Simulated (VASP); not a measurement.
Data:

```
CELL_PARAMETERS angstrom
     -1.60700     1.60700     3.93310
      1.60700    -1.60700     3.93310
      1.60700     1.60700    -3.93310
ATOMIC_POSITIONS crystal
  Si 0.66473 0.66473 0.00000
  Si 0.33527 0.33527 0.00000
  Mo 0.00000 0.00000 0.00000
```

Method: rev-vdW-DF2, VASP's PBE PAW potentials (set 64) (plane waves; VASP 6.6.1). Run with 520 eV cut-off, 15×15×15 Γ-centred mesh, tetrahedra with Blöchl corrections, potentials Si Mo_sv.

The cores are frozen, which limits the accuracy of field gradients.

Give the principal components of the electric field gradient (V/Å²) and the asymmetry η at each nucleus.

| atom | Vxx | Vyy | Vzz | η |
|---|---|---|---|---|
| Si1 | 5.6 | 5.6 | -11.2 | 0.00 |
| Si2 | 5.6 | 5.6 | -11.2 | 0.00 |
| Mo3 | 30.0 | 30.0 | -60.0 | 0.00 |

The compound is MoSi2 in the MoSi2 type structure. It was relaxed first.
